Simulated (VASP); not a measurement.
Data:

```
CELL_PARAMETERS angstrom
      0.00000     2.06955     2.06955
      2.06955     0.00000     2.06955
      2.06955     2.06955     0.00000
ATOMIC_POSITIONS crystal
  Al 0.00000 0.00000 0.00000
```

These are RPBE GGA, VASP's PBE PAW potentials (set 64) (plane waves; VASP 6.6.1) values and carry that method's errors. Settings: 520 eV cut-off, 15×15×15 Γ-centred mesh, first-order Methfessel-Paxton smearing of 0.10 eV, potentials Al.

Task: Give the stress tensor in GPa (positive for a compressed cell).

Result: 
```
-3.77   0.00   0.00
 0.00  -3.77   0.00
 0.00   0.00  -3.77
```
The pressure is its mean diagonal, -3.77 GPa.

The compound is Al in the fcc structure. This cell is one point of a volume scan, at 1.06 of the reference volume.
